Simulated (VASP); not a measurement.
```
CELL_PARAMETERS angstrom
      4.46847     0.00000     0.00000
      0.00000     4.46847     0.00000
      0.00000     0.00000     4.46847
ATOMIC_POSITIONS crystal
  Rb 0.00000 0.00000 0.00000
  Ca 0.50000 0.50000 0.50000
  H  0.50000 0.00000 0.50000
  H  0.00000 0.50000 0.50000
  H  0.50000 0.50000 0.00000
```

The numbers are results of PBEsol GGA, VASP's PBE PAW potentials (set 64) (plane waves; VASP 6.6.1), not measurements. Run with 400 eV cut-off, 6×6×6 Γ-centred mesh, tetrahedra with Blöchl corrections, potentials Rb_sv Ca_sv H.

**Question.** What does the run give for the energy per atom (σ→0), band gap (on the k-mesh) with the smallest direct gap where there is one?

**Answer.** 
| Quantity | Result |
|---|---|
| band gap (on the k-mesh) | 3.03 eV |
| smallest direct gap (on the k-mesh) | 3.03 eV |
| energy per atom (σ→0) | -2.996 eV/atom |

Only differences to runs with the same potentials and settings are physical.

The structure comes from a computed database's RbCaH3 entry (Pm-3m); how it stands against other phases isn't given here. It was relaxed first.
